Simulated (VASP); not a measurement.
Level of theory: PBE GGA, VASP's PBE PAW potentials (set 64) (plane waves; VASP).

The input files of a VASP run:

### KPOINTS
```
Automatic mesh
0
G
  12 12 9
0 0 0
```

**INCAR**
```
# general
SYSTEM   =  FePt
PREC     =  Accurate
ENCUT    =  400
LREAL    =  F
LASPH    =  T

# electronic loop
EDIFF    =  1E-6
NELM     =  100
ALGO     =  Normal
LMAXMIX  =  6

# smearing
ISMEAR   =  1
SIGMA    =  0.1

# functional
GGA      =  PE

# spin
ISPIN    =  1

# ions
ISIF     =  2

# output
LWAVE    =  F
LCHARG   =  F
LORBIT   =  10
```

POSCAR:
```
FePt
2.7274710
  1.0000000000   0.0000000000   0.0000000000
  0.0000000000   1.0244240910   0.0000000000
  0.0000000000   0.0000000000   1.3481177252
Fe Pt
1 1
direct
  0.0000000000   0.0000000000   0.0000000000
  0.5282590000   0.5000000000   0.5000000000
```

POTCAR, in this order: Fe Pt (PBE.64 set). Program: vasp_std.

Output

### OSZICAR
```
       N       E                     dE             d eps       ncg     rms          rms(c)
DAV:   1     0.862734236100E+02    0.86273E+02   -0.77475E+03  6578   0.128E+03
DAV:   2    -0.113267194003E+02   -0.97600E+02   -0.89516E+02  6610   0.263E+02
DAV:   3    -0.157733775976E+02   -0.44467E+01   -0.41187E+01  7713   0.644E+01
DAV:   4    -0.158460825625E+02   -0.72705E-01   -0.72259E-01  7233   0.734E+00
DAV:   5    -0.158475518180E+02   -0.14693E-02   -0.14681E-02  8001   0.119E+00    0.152E+01
DAV:   6    -0.182863453179E+02   -0.24388E+01   -0.20568E+01  6876   0.957E+01    0.251E+01
DAV:   7    -0.142085016120E+02    0.40778E+01   -0.14244E+01  8552   0.103E+02    0.739E+00
DAV:   8    -0.140154233617E+02    0.19308E+00   -0.52201E-01  8084   0.116E+01    0.222E+00
DAV:   9    -0.139873661055E+02    0.28057E-01   -0.39502E-02  8771   0.399E+00    0.578E-01
DAV:  10    -0.139858835111E+02    0.14826E-02   -0.22460E-03  8127   0.753E-01    0.297E-01
DAV:  11    -0.139852554946E+02    0.62802E-03   -0.71959E-04  9572   0.506E-01    0.707E-02
DAV:  12    -0.139852563240E+02   -0.82937E-06   -0.29517E-05  6909   0.602E-02    0.325E-02
DAV:  13    -0.139852563233E+02    0.70395E-09   -0.38306E-06  7500   0.405E-02
   1 F= -.13985256E+02 E0= -.13985569E+02  d E =0.938415E-03
```

### OUTCAR
```
------------------------ aborting loop because EDIFF is reached ----------------------------------------
  FORCE on cell =-STRESS in cart. coord.  units (eV):
  Direction    XX          YY          ZZ          XY          YZ          ZX
  --------------------------------------------------------------------------------------
  Total       -2.8054424     -3.6587390     -1.9582381      0.0000000      0.0000000      0.0000000
  in kB     -160.4072192   -209.1962958   -111.9664858      0.0000000      0.0000000      0.0000000
  external PRESSURE =    -160.5233336 kB  Pullay stress =       0.0000000 kB
  volume of cell :       28.02
      direct lattice vectors                 reciprocal lattice vectors
     2.727471000  0.000000000  0.000000000     0.366640012  0.000000000  0.000000000
     0.000000000  2.794087000  0.000000000     0.000000000  0.357898662  0.000000000
     0.000000000  0.000000000  3.676952000     0.000000000  0.000000000  0.271964388
 POSITION                                       TOTAL-FORCE (eV/Angst)
 -----------------------------------------------------------------------------------
      0.00000      0.00000      0.00000         0.307229      0.000000      0.000000
      1.44081      1.39704      1.83848        -0.307229      0.000000      0.000000
 -----------------------------------------------------------------------------------
    total drift:                               -0.000119      0.000000     -0.000000
  FREE ENERGIE OF THE ION-ELECTRON SYSTEM (eV)
  ---------------------------------------------------
  free  energy   TOTEN  =       -13.9852563233 eV

  energy  without entropy=      -13.9861947385  energy(sigma->0) =      -13.98556913

 total charge

# of ion       s       p       d       tot
------------------------------------------
    1        0.391   0.422   6.226   7.040
    2        0.705   0.646   7.938   9.288
--------------------------------------------------
tot          1.096   1.068  14.164  16.328
```
(Selected blocks of OUTCAR.)

**OUTCAR**
```
 val. band max:        8.2992822204   @ k =   0.5000   0.0833   0.2222

 cond. band min:       8.3019088543   @ k =   0.3333   0.5000   0.1111


 Fermi energy:         8.2993472205

 k-point     1 :       0.0000    0.0000    0.0000
  band No.  band energies     occupation
      1      -0.9612      2.00000
      2       2.3379      2.00000
      3       2.4616      2.00000
      4       5.3257      2.00000
      5       5.5893      2.00000
      6       6.8025      2.00000
      7       6.9187      2.00000
      8       7.9564      2.00001
      9       8.6748     -0.00000
     10       8.9486     -0.00000
     11       9.0138     -0.00000
     12      11.2035      0.00000
     13      18.8493      0.00000

 k-point     2 :       0.0833    0.0000    0.0000
  band No.  band energies     occupation
      1      -0.7780      2.00000
      2       2.4729      2.00000
      3       2.5479      2.00000
      4       5.3774      2.00000
      5       5.4494      2.00000
      6       6.8098      2.00000
      7       6.8581      2.00000
      8       7.9389      2.00000
      9       8.4557     -0.04955
     10       8.5598     -0.00143
     11       8.9641     -0.00000
     12      11.9331      0.00000
     13      18.5819      0.00000

 k-point     3 :       0.1667    0.0000    0.0000
  band No.  band energies     occupation
      1      -0.2576      2.00000
      2       2.7019      2.00000
      3       2.9553      2.00000
      4       5.0654      2.00000
      5       5.5272      2.00000
      6       6.5109      2.00000
      7       6.9840      2.00000
      8       7.7182      2.00000
      9       7.9209      2.00000
     10       8.2864      1.21695
     11       8.8195     -0.00000
     12      13.3661      0.00000
     13      17.0105      0.00000

 k-point     4 :       0.2500    0.0000    0.0000
  band No.  band energies     occupation
      1       0.5121      2.00000
      2       3.0026      2.00000
      3       3.6072      2.00000
...
```

Unless said otherwise, spin-orbit coupling is left out, though it shifts the bands of the heavy elements here.

The compound is FePt in the L1_0 structure. The cell was not relaxed at this level, atoms are displaced from their ideal sites. The run is one of a series of settings (ISPIN = 1, the spin start removed against the base run), some of them coarse on purpose. The run is not spin-polarised, so no magnetic state was tried.
